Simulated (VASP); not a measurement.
Be2Al5:

```xyz
7
Lattice="6.4106 0.0000 0.0000 0.0000 6.4106 0.0000 0.0000 0.0000 2.6881" Properties=species:S:1:pos:R:3 pbc="T T T"
Be    3.2053    0.0000    0.0000
Be    0.0000    3.2053    0.0000
Al    5.0686    5.0686    1.3440
Al    1.3420    1.3420    1.3440
Al    1.3420    5.0686    1.3440
Al    5.0686    1.3420    1.3440
Al    3.2053    3.2053    1.3440
```

The cell was built by a generator and needn't be a form met in nature.

| Item | Value |
| --- | --- |
| Program | VASP 6.6.1 |
| Task | relaxation of cell and atoms |
| Functional | PBEsol |
| Potentials or basis | VASP PAW PBE potentials, release 64 (Be, Al) |
| Cutoff | 600 eV |
| k mesh | 3 × 3 × 7 |
| Occupations | fermi-dirac, width 0.05 eV |
| Spin | no spin polarisation |

At the start: pressure -0.8 GPa; volume 15.78 Å³/atom.

Task: Where does the relaxation end?

Result: Over 10 steps the energy falls by 2.5 meV/atom and the volume is 15.55 Å³/atom (-1.5 %); space group P4/mmm (No. 123, to 0.05 Å).

The path:
```
step  energy change (eV)  largest force (eV/Å)  pressure (GPa)  volume (Å³)
   1              0.0000                0.0449           -0.85       110.47
   2             -0.0059                0.0409           -0.03       109.14
   3             -0.0066                0.0376            0.36       108.54
   4             -0.0115                0.0253            0.56       108.15
   5             -0.0038                0.0495            1.43       106.97
   6             -0.0137                0.0097            0.77       107.83
   7             -0.0139                0.0031            0.85       107.72
   8             -0.0171                0.0089            0.20       108.62
   9             -0.0171                0.0097            0.16       108.68
  10             -0.0173                0.0053            0.04       108.84
```

Final structure:
```
Be Al
1.0
     6.32659    0.00000    0.00000
     0.00000    6.32659    0.00000
     0.00000    0.00000    2.71930
Be Al
2 5
Direct
  0.50000 0.00000 0.00000
  0.00000 0.50000 0.00000
  0.79168 0.79168 0.50000
  0.20832 0.20832 0.50000
  0.20832 0.79168 0.50000
  0.79168 0.20832 0.50000
  0.50000 0.50000 0.50000
```

Caveat: the PAW data sets were made with another functional, which shifts forces and pressure a little.
